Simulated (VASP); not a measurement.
```
CELL_PARAMETERS angstrom
      1.70361    -2.95074     0.00000
      1.70361     2.95074     0.00000
      0.00000     0.00000     6.14557
ATOMIC_POSITIONS crystal
  Ti 0.00000 0.00000 0.00000
  S  0.33333 0.66667 0.23177
  S  0.66667 0.33333 0.76823
```

Calculation: PBE GGA with spin-orbit coupling, VASP's PBE PAW potentials (set 64) (plane waves; VASP). Settings: 400 eV cut-off, 9×9×5 Γ-centred mesh, Gaussian smearing of 0.050 eV, potentials Ti_sv S.

Without a dispersion term in the relaxation, distances and binding between the weakly bound layers, chains or molecules are unreliable, and so is what depends on them.

Q: Give the energies of bands 17 to 30 at the high-symmetry points, in eV from the Fermi level.

A: 
```tsv
band	Γ	M	K	A	L	H
17	-2.75	-2.89	-4.11	-2.73	-2.86	-3.93
18	-2.75	-2.89	-4.11	-2.73	-2.86	-3.93
19	-0.56	-2.69	-2.56	-2.15	-2.75	-2.83
20	-0.56	-2.69	-2.56	-2.15	-2.75	-2.83
21	0.00	-2.35	-2.55	-0.07	-1.58	-2.33
22	0.00	-2.35	-2.55	-0.07	-1.58	-2.33
23	0.08	-1.47	-2.51	0.01	-1.33	-2.32
24	0.08	-1.47	-2.51	0.01	-1.33	-2.32
25	0.45	0.15	1.13	0.45	-0.05	1.14
26	0.45	0.15	1.13	0.45	-0.05	1.14
27	0.46	1.49	1.68	0.45	1.48	1.49
28	0.46	1.49	1.68	0.45	1.48	1.49
29	0.88	1.89	1.71	1.35	1.87	1.51
30	0.88	1.89	1.71	1.35	1.87	1.51
```

It has no gap at this level: it comes out as a metal or semimetal.

The compound is TiS2 in the 1T layered structure. It was relaxed first, which changed the volume by +8 %.
